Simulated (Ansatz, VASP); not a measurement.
# Si79P (amorphous Si at 2.15 g/cm^3) in two plane-wave programs, part 2 of 2

One calculation is typed for both programs; each brings its own data sets. How far apart do they land? Of the first pair: The structure shown is the start of the Ansatz relaxation below; VASP solves that cell, so the two are compared at the walk's first step.

VASP 6.6.1 and Ansatz 0.2.0.

So far. Step 3 (VASP: single point, PBE, start cell, pair 1): The run ends at a pressure of -1.67 GPa, with forces up to 0.35 eV/Å.

## (4) Differences

Known differences besides the potentials themselves: VASP starts from the moments at which Ansatz ended; the cutoff is 420 eV in Ansatz and 400 eV in VASP (PREC = Accurate, projectors in real space). Total energies have different zeros and are not compared.

Forces on 10 of the 80 atoms, those with the largest forces and the largest differences (eV/Å; atoms numbered as in POSCAR):

```
atom          Ansatz x, y, z            VASP x, y, z
Si11     0.009, 0.211, 0.279     0.007, 0.211, 0.280
Si15    -0.170, 0.074, 0.066    -0.171, 0.071, 0.064
Si28     0.049, 0.009, 0.167     0.051, 0.009, 0.168
Si30  -0.039, -0.195, -0.036  -0.041, -0.194, -0.033
Si48   -0.084, 0.177, -0.155   -0.084, 0.179, -0.153
Si51    -0.026, 0.001, 0.045    -0.022, 0.002, 0.048
Si61   0.054, -0.002, -0.086    0.050, 0.001, -0.081
Si67    0.045, -0.077, 0.120    0.040, -0.078, 0.124
Si68     0.043, 0.009, 0.199     0.045, 0.011, 0.195
 P80   0.161, -0.028, -0.079   0.165, -0.026, -0.077
```

The forces differ by 2.1 meV/Å r.m.s., which is 3.4 % of the r.m.s. force of 0.061 eV/Å (both taken over all components). Moments aren't recorded for both runs of this pair, so they may hold unlike magnetic states.

## (5) Ansatz: relaxation, PBE

This run makes the geometry at which the two programs are then compared.

The structure compared here is the end of the Ansatz relaxation.

Input file input.yaml:

```yaml
crystal:
  lattice:
    - [12.0113, 0.0, 0.0]
    - [0.0, 12.0113, 0.0]
    - [0.0, 0.0, 12.0113]
  atoms:
    - { symbol: Si, position: [0.07578, 0.54965, 0.7919] }
    - { symbol: Si, position: [0.59422, 0.00702, 0.55831] }
    - { symbol: Si, position: [0.07479, 0.36579, 0.5275] }
    - { symbol: Si, position: [0.51147, 0.51133, 0.71482] }
    - { symbol: Si, position: [0.60634, 0.23365, 0.74888] }
    - { symbol: Si, position: [0.75991, 0.50992, 0.13924] }
    - { symbol: Si, position: [0.56055, 0.58458, 0.35049] }
    - { symbol: Si, position: [0.50872, 0.17925, 0.58085] }
    - { symbol: Si, position: [0.64248, 0.92318, 0.73014] }
    - { symbol: Si, position: [0.62937, 0.06966, 0.86381] }
    - { symbol: Si, position: [0.36076, 0.30682, 0.13835] }
    - { symbol: Si, position: [0.74345, 0.18657, 0.13942] }
    - { symbol: Si, position: [0.28293, 0.27972, 0.77216] }
    - { symbol: Si, position: [0.62072, 0.13069, 0.28183] }
    - { symbol: Si, position: [0.1874, 0.37332, 0.1961] }
    - { symbol: Si, position: [0.25243, 0.98467, 0.65007] }
    - { symbol: Si, position: [0.05488, 0.14187, 0.0265] }
    - { symbol: Si, position: [0.49013, 0.86635, 0.47593] }
    - { symbol: Si, position: [0.3598, 0.82542, 0.61144] }
    - { symbol: Si, position: [0.67905, 0.4851, 0.61009] }
    - { symbol: Si, position: [0.01311, 0.99718, 0.43338] }
    - { symbol: Si, position: [0.49076, 0.39766, 0.01579], spin: 0.6 }
    - { symbol: Si, position: [0.882, 0.14436, 0.44004] }
    - { symbol: Si, position: [0.07541, 0.94655, 0.07104] }
    - { symbol: Si, position: [0.21877, 0.23839, 0.4498] }
    - { symbol: Si, position: [0.72237, 0.03677, 0.41891] }
    - { symbol: Si, position: [0.0955, 0.8517, 0.89575] }
    - { symbol: Si, position: [0.03113, 0.63521, 0.0814] }
    - { symbol: Si, position: [0.53718, 0.26771, 0.40202] }
    - { symbol: Si, position: [0.15813, 0.6678, 0.93418] }
    - { symbol: Si, position: [0.32948, 0.71712, 0.02302], spin: 0.6 }
    - { symbol: Si, position: [0.48928, 0.02517, 0.99671] }
    - { symbol: Si, position: [0.23514, 0.68923, 0.55054] }
    - { symbol: Si, position: [0.39164, 0.87492, 0.92075] }
    - { symbol: Si, position: [0.48902, 0.80475, 0.76795] }
    - { symbol: Si, position: [0.23547, 0.65555, 0.34711] }
    - { symbol: P, position: [0.48771, 0.59766, 0.02158], spin: 0.6 }
    - { symbol: Si, position: [0.05676, 0.99325, 0.62777] }
    - { symbol: Si, position: [0.55108, 0.98288, 0.17512] }
    - { symbol: Si, position: [0.34471, 0.53009, 0.59722] }
    - { symbol: Si, position: [0.91355, 0.17967, 0.90004] }
    - { symbol: Si, position: [0.7959, 0.79401, 0.73133] }
    - { symbol: Si, position: [0.98629, 0.84472, 0.72965] }
    - { symbol: Si, position: [0.75388, 0.85536, 0.35247] }
    - { symbol: Si, position: [0.31386, 0.16728, 0.61245] }
    - { symbol: Si, position: [0.65647, 0.42858, 0.41851] }
    - { symbol: Si, position: [0.19197, 0.43269, 0.68253] }
    - { symbol: Si, position: [0.76321, 0.66464, 0.58419] }
    - { symbol: Si, position: [0.67496, 0.82866, 0.17803] }
    - { symbol: Si, position: [0.43266, 0.88605, 0.28654] }
    - { symbol: Si, position: [0.06568, 0.22076, 0.20545] }
    - { symbol: Si, position: [0.29612, 0.78292, 0.20722] }
    - { symbol: Si, position: [0.21187, 0.15347, 0.90858] }
    - { symbol: Si, position: [0.37941, 0.527, 0.39843] }
    - { symbol: Si, position: [0.6835, 0.35108, 0.04563] }
    - { symbol: Si, position: [0.46494, 0.35076, 0.82304] }
    - { symbol: Si, position: [0.33363, 0.12488, 0.0638] }
    - { symbol: Si, position: [0.35868, 0.33887, 0.34174] }
    - { symbol: Si, position: [0.63471, 0.73509, 0.4528] }
    - { symbol: Si, position: [0.96267, 0.80984, 0.15491] }
    - { symbol: Si, position: [0.24361, 0.98525, 0.18601] }
    - { symbol: Si, position: [0.87819, 0.54844, 0.98074] }
    - { symbol: Si, position: [0.88257, 0.24437, 0.26855] }
    - { symbol: Si, position: [0.06421, 0.68501, 0.64724] }
    - { symbol: Si, position: [0.98487, 0.49589, 0.39859] }
    - { symbol: Si, position: [0.82329, 0.42731, 0.30997] }
    - { symbol: Si, position: [0.61133, 0.63894, 0.16801], spin: 0.6 }
    - { symbol: Si, position: [0.57401, 0.64562, 0.85037], spin: 0.6 }
    - { symbol: Si, position: [0.76746, 0.70035, 0.89996] }
    - { symbol: Si, position: [0.10296, 0.54444, 0.24892] }
    - { symbol: Si, position: [0.80417, 0.85732, 0.03495] }
    - { symbol: Si, position: [0.94253, 0.66473, 0.49181] }
    - { symbol: Si, position: [0.03089, 0.1572, 0.73572] }
    - { symbol: Si, position: [0.24106, 0.97035, 0.84288] }
    - { symbol: Si, position: [0.15072, 0.09104, 0.32848] }
    - { symbol: Si, position: [0.78074, 0.05684, 0.98843] }
    - { symbol: Si, position: [0.77281, 0.34216, 0.70804] }
    - { symbol: Si, position: [0.82448, 0.36469, 0.89953] }
    - { symbol: Si, position: [0.9454, 0.82099, 0.36007] }
    - { symbol: Si, position: [0.92509, 0.25568, 0.60263] }
magnetization:
  spin_polarized: true
kpoints:
  mp_grid: { grid: [1, 1, 1] }
hamiltonian:
  xc: pbe
scf:
  occupations: { method: fermi_dirac, width: 0.025 }
  lower_state_search: "off"
output:
  forces: true
  eigenvalues: true
relax:
  f_tol: 0.05
  max_steps: 90
```

Launch:

```console
$ ansatz run input.yaml --threads 4 --pin off --max-ram 8192MiB --backend cpu --events-out ev --progress --plain --runs-dir out
```

Numbers of over 12 decimals in the logs are rounded to 6 here.

The log of the run:

```text
[...]
Crystal: 80 atoms, lattice volume = 1732.886 Å³
Basis set: ecut = 420 eV, 33833 PW (Γ), exchange–correlation on 162×162×162 points (8 copies of the dense FFT grid, shifted against one another)
Bands: 242, of which v1, the nominal top of the filled ones, is band 161 counted from 1 (160 counted from 0)
Symmetry: 1 space group operations
[...]
k-points: 1
[...]
Starting moments: Σ|m| = 3 μB on 5 of 80 sites
[...]
- { symbol: Si, position: [0.510361, 0.511961, 0.714581] }
    - { symbol: Si, position: [0.606283, 0.233908, 0.749295] }
    - { symbol: Si, position: [0.762172, 0.510548, 0.137588] }
    - { symbol: Si, position: [0.558572, 0.583069, 0.349984] }
    - { symbol: Si, position: [0.509550, 0.178652, 0.581447] }
[...]
- { symbol: P, position: [0.490045, 0.597587, 0.020483] }
[...]
- { symbol: Si, position: [0.772467, 0.342274, 0.707343] }
    - { symbol: Si, position: [0.825981, 0.364760, 0.898313] }
    - { symbol: Si, position: [0.944508, 0.820899, 0.359575] }
    - { symbol: Si, position: [0.924650, 0.255264, 0.601680] }
```

## (6) VASP: single point, PBE, relaxed cell, pair 2

The same cell, functional, mesh and smearing now go to VASP, with its own data sets.

Input file INCAR:

```
SYSTEM = Si79P
PREC = Accurate
ENCUT = 400
EDIFF = 1E-06
NELM = 200
ISMEAR = -1
SIGMA = 0.025
LREAL = Auto
ALGO = Normal
GGA = PE
NBANDS = 216
ISPIN = 2
MAGMOM = 0 0 -0 0 0 0 0 0 0 -0 0.01 0 0 -0 0.1 0 0 -0 0 0 -0 0.01 0 0.01 0.01 0 0 0.01 0.03 0 0.01 0 0 -0 0 0.01 0 0 -0 0 0 -0 0 0 0 0 0 0 0.04 0 0.01 0 0 0 0 0 0 0 0.01 -0 0 0 0 0 0 0 0 0 0 0 0 0 0 0.01 0.01 0 0 0 0 0
LORBIT = 11
LWAVE = .FALSE.
LCHARG = .FALSE.
ISIF = 2
LASPH = .TRUE.
GGA_COMPAT = .FALSE.
NCORE = 2
```

Input file POSCAR:

```
Si79P
1.0
   12.0113000000      0.0000000000      0.0000000000
    0.0000000000     12.0113000000      0.0000000000
    0.0000000000      0.0000000000     12.0113000000
Si P
79 1
Direct
    0.0754400000      0.5486400000      0.7924500000
    0.5946500000      0.0058200000      0.5587000000
    0.0745300000      0.3650800000      0.5263000000
    0.5103600000      0.5119600000      0.7145800000
    0.6062800000      0.2339100000      0.7492900000
    0.7621700000      0.5105500000      0.1375900000
    0.5585700000      0.5830700000      0.3499800000
    0.5095500000      0.1786500000      0.5814500000
    0.6430200000      0.9227800000      0.7309300000
    0.6290900000      0.0698300000      0.8643600000
    0.3606100000      0.3115900000      0.1399600000
    0.7413800000      0.1877600000      0.1392800000
    0.2812300000      0.2785200000      0.7719100000
    0.6197000000      0.1308900000      0.2824700000
    0.1848800000      0.3744800000      0.1966700000
    0.2522800000      0.9843500000      0.6504800000
    0.0535600000      0.1422200000      0.0258300000
    0.4902800000      0.8650000000      0.4769200000
    0.3595000000      0.8247300000      0.6122300000
    0.6789300000      0.4859500000      0.6104000000
    0.0123600000      0.9968400000      0.4335800000
    0.4916800000      0.3984100000      0.0136600000
    0.8807000000      0.1439000000      0.4393200000
    0.0762900000      0.9474100000      0.0705000000
    0.2196100000      0.2379000000      0.4492100000
    0.7216600000      0.0352300000      0.4180800000
    0.0982300000      0.8495800000      0.8972200000
    0.0330200000      0.6355600000      0.0830600000
    0.5371600000      0.2676500000      0.4036600000
    0.1606100000      0.6644000000      0.9354700000
    0.3320300000      0.7176800000      0.0247700000
    0.4891000000      0.0270000000      0.9978700000
    0.2345600000      0.6893000000      0.5506300000
    0.3936900000      0.8755500000      0.9219000000
    0.4892700000      0.8044800000      0.7689000000
    0.2349300000      0.6552500000      0.3473800000
    0.0560800000      0.9928200000      0.6283100000
    0.5492800000      0.9827900000      0.1764500000
    0.3433800000      0.5300100000      0.5971100000
    0.9130400000      0.1795000000      0.8981700000
    0.7958600000      0.7929100000      0.7322800000
    0.9872600000      0.8432300000      0.7315100000
    0.7527300000      0.8538200000      0.3506800000
    0.3140700000      0.1664100000      0.6120500000
    0.6557100000      0.4275600000      0.4186900000
    0.1908400000      0.4316900000      0.6820800000
    0.7632900000      0.6648400000      0.5835000000
    0.6732000000      0.8298200000      0.1754000000
    0.4316100000      0.8868200000      0.2895900000
    0.0644200000      0.2214700000      0.2039400000
    0.2958000000      0.7838600000      0.2087100000
    0.2119400000      0.1527000000      0.9093400000
    0.3777300000      0.5256600000      0.3982800000
    0.6848400000      0.3527500000      0.0438700000
    0.4635900000      0.3514100000      0.8215100000
    0.3342300000      0.1283400000      0.0637100000
    0.3587300000      0.3378600000      0.3407400000
    0.6343500000      0.7339300000      0.4518000000
    0.9638700000      0.8101900000      0.1546000000
    0.2436400000      0.9869800000      0.1848000000
    0.8820000000      0.5484100000      0.9789300000
    0.8813700000      0.2449200000      0.2679000000
    0.0641300000      0.6840700000      0.6477600000
    0.9844800000      0.4964200000      0.3983000000
    0.8226500000      0.4277900000      0.3099500000
    0.6120800000      0.6379700000      0.1668700000
    0.5764100000      0.6450600000      0.8510600000
    0.7696700000      0.7008400000      0.9026500000
    0.1025400000      0.5448800000      0.2490000000
    0.8055800000      0.8587200000      0.0355100000
    0.9426300000      0.6648200000      0.4919100000
    0.0308900000      0.1578600000      0.7350900000
    0.2419600000      0.9698100000      0.8435300000
    0.1489400000      0.0916900000      0.3277600000
    0.7807900000      0.0581400000      0.9884000000
    0.7724700000      0.3422700000      0.7073400000
    0.8259800000      0.3647600000      0.8983100000
    0.9445100000      0.8209000000      0.3595800000
    0.9246500000      0.2552600000      0.6016800000
    0.4900500000      0.5975900000      0.0204800000
```

Input file KPOINTS:

```
Automatic mesh
0
Gamma
1 1 1
0 0 0
```

PAW data sets: Si and P (PBE family, release 64).

Launch:

```console
$ mpirun -np 8 vasp_gam
```

The log of the run:

```text
[... set-up lines as in an earlier step ...]
 entering main loop
       N       E                     dE             d eps       ncg     rms          rms(c)
DAV:   1     0.137352286628E+04    0.13735E+04   -0.11844E+05   864   0.105E+03
DAV:   2    -0.259344138235E+03   -0.16329E+04   -0.15288E+04  1104   0.194E+02
DAV:   3    -0.422967854834E+03   -0.16362E+03   -0.16009E+03  1080   0.566E+01
DAV:   4    -0.428048662347E+03   -0.50808E+01   -0.50287E+01  1056   0.120E+01
[...]
DAV:  17    -0.419935050540E+03   -0.85741E-05   -0.10298E-05  1040   0.510E-03    0.524E-03
DAV:  18    -0.419935053576E+03   -0.30365E-05   -0.22517E-06   688   0.264E-03    0.285E-03
DAV:  19    -0.419935054246E+03   -0.67016E-06   -0.11625E-06   640   0.187E-03
   1 F= -.41993505E+03 E0= -.41992615E+03  d E =-.178161E-01  mag=     0.9595
```

OUTCAR, selected parts (step 6):

```text
  FREE ENERGIE OF THE ION-ELECTRON SYSTEM (eV)
  ---------------------------------------------------
  free  energy   TOTEN  =      -419.9350542463 eV

  energy  without entropy=     -419.9172381532  energy(sigma->0) =     -419.92614620

 magnetization (x)
# of ion       s       p       d       tot
------------------------------------------
    1        0.000   0.001   0.000   0.001
    2        0.001   0.000   0.000   0.001
    3       -0.000  -0.000   0.000  -0.000
    4        0.000   0.001   0.000   0.001
    5        0.000   0.002   0.000   0.002
    6        0.000   0.003   0.000   0.004
    7        0.001  -0.000   0.000   0.001
    8        0.000   0.001   0.000   0.002
    9        0.000   0.000   0.000   0.000
   10       -0.000  -0.000   0.000  -0.000
   11        0.005   0.006   0.000   0.011
   12        0.000   0.004   0.000   0.004
   13       -0.000  -0.000   0.000  -0.000
[...]
--------------------------------------------------
tot          0.066   0.245   0.000   0.311
```

The run ends at a pressure of -1.70 GPa, with forces up to 0.049 eV/Å.

## (7) Side by side

What differs besides the data sets and the points named for the pairs above, as far as they apply: site moments are counted in spheres of each program's own size. Total energies have different zeros and are not compared.

The two programs side by side:

```
           quantity  Ansatz  VASP  difference
  total moment (μB)    0.96  0.96        0.00
moment on Si15 (μB)    0.10  0.10        0.00
```

At this near-relaxed geometry the largest component of a force difference is 6 meV/Å.

## (8) Outcome

* r.m.s. force difference (single point, PBE, start cell, pair 1): 2.1 meV/Å
* difference in total moment (single point, PBE, relaxed cell, pair 2): -0.0037 μB

The r.m.s. force difference is 2.1 meV/Å (single point, PBE, start cell, pair 1), within the 12 meV/Å picked in this series as the mark of a large difference. How closely two codes agree says nothing of how well the functional describes the real material.

[Lines on the potential files, build, host, timing and source positions are cut from VASP's logs without a mark.]

[Logs are printed without paths, hosts, clocks, repeated set-up lines and the standing remarks that a program may print on its own settings, such as how far it seeks lower states.]

[Hosts, paths, dates, database ids (printed as entryN), source tags and the programs' standing remarks are cut or masked in the printed files.]
